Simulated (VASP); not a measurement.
Here is the system:

```
MgZn3S4
1.0
    6.27474     0.00000    -0.00027
    0.00000     3.83330     0.00000
   -0.00553     0.00000     6.65331
Mg Zn S
1 3 4
Direct
  0.50029   0.00000   0.66642
  0.49947   0.50000   0.16700
  0.99962   0.50000   0.83657
  0.99894   0.00000   0.32979
  0.11184   0.00000   0.66538
  0.12708   0.50000   0.16737
  0.63096   0.50000   0.84421
  0.62789   0.00000   0.32318
```

Computed with PBEsol GGA, VASP's PBE PAW potentials (set 64) (plane waves; VASP 6.6.1). Numerical set-up: 400 eV cut-off, 5×7×5 Γ-centred mesh, Gaussian smearing of 0.010 eV, potentials Mg Zn S.

### Question
What does the run give for the energy per atom (σ→0), band gap (on the k-mesh) with the smallest direct gap where there is one?

### Answer

The band gap (on the k-mesh) is 2.31 eV. The smallest direct gap (on the k-mesh) comes out as 2.31 eV. The energy per atom (σ→0) is -3.948 eV/atom.

The structure comes from a computed database's MgZn3S4 entry (Pm); how it stands against other phases isn't given here. It was relaxed first.
